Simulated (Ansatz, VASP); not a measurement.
ScB2N3 in VASP and in Ansatz

```
Sc B N
1.0
     4.73531    0.00000    0.00000
    -2.36765    4.10090    0.00000
     0.00000    0.00000    2.39452
Sc B N
1 2 3
Direct
  0.00000 0.00000 0.00000
  0.66667 0.33333 0.00000
  0.33333 0.66667 0.00000
  0.00000 0.50000 0.50000
  0.50000 0.50000 0.50000
  0.50000 0.00000 0.50000
```

Change from the starting cell: species swapped into the LaMn2Ni3 type (P6/mmm, No. 191).

Alike in both runs: functional PBE; k mesh 6 × 6 × 6; occupations gaussian, width 0.1 eV; no spin polarisation.

Ansatz relaxed the structure, and its values are those at the end. VASP's run is a single point on that final structure, the one shown.

|  | VASP | Ansatz |
| --- | --- | --- |
| version | VASP 6.6.1 | Ansatz 0.2.0 |
| potentials or method | VASP PAW PBE potentials, release 64 (Sc_sv, B, N) | scalar-relativistic, plane waves, PAW |
| plane-wave cutoff (eV) | 520 | 420 |
| valence electrons in the cell | 32 | 32 |

|  | VASP | Ansatz | Ansatz less VASP |
| --- | --- | --- | --- |
| gap on the k mesh at the Fermi level (eV) | none | none | - |
| pressure (GPa) | 0.3 | 0.0 | -0.28 |

A gap of «none» marks a metal or a gap that the smearing closes.

Caveats: the k mesh is coarse (spacing up to 0.44 Å⁻¹), so the values aren't converged.
